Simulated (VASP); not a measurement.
```yaml
crystal:
  lattice:
    - [1.44500, -4.65650, 0.00000]
    - [1.44500, 4.65650, 0.00000]
    - [0.00000, 0.00000, 7.25800]
  atoms:
    - { symbol: B, position: [0.25600, 0.74400, 0.25000] }
    - { symbol: B, position: [0.74400, 0.25600, 0.75000] }
    - { symbol: Re, position: [0.57380, 0.42620, 0.25000] }
    - { symbol: Re, position: [0.42620, 0.57380, 0.75000] }
    - { symbol: Re, position: [0.86550, 0.13450, 0.06200] }
    - { symbol: Re, position: [0.13450, 0.86550, 0.56200] }
    - { symbol: Re, position: [0.13450, 0.86550, 0.93800] }
    - { symbol: Re, position: [0.86550, 0.13450, 0.43800] }
```

The numbers are results of LDA (Ceperley-Alder, Perdew-Zunger), VASP's LDA PAW potentials (set 64) (plane waves; VASP), not measurements. Numerical set-up: 400 eV cut-off, 5×5×2 Γ-centred mesh, Fermi-Dirac smearing of 0.10 eV, potentials B Re.

At this cut-off the stress carries a Pulay error, which pulls relaxed volumes low. Unless said otherwise, spin-orbit coupling is left out, though it shifts the bands of the heavy elements here.

Predict the energy per atom (σ→0), pressure, largest force, band gap (on the k-mesh) with the smallest direct gap where there is one.

```yaml
band gap (on the k-mesh): none (metal, semimetal or under 0.01 eV)
energy per atom (σ→0): -12.408 eV/atom
pressure: -4.36 GPa
largest_force: 0.00721 Ha/bohr
```

Total energies compare only between runs with the same potentials, cut-off and functional.

The structure comes from a measured Re3B entry of the Crystallography Open Database, whose conditions weren't checked. The cell was not relaxed at this level. The k-mesh is coarse (spacing up to 0.46 per Å, 2π included), so the numbers may not be converged in it.
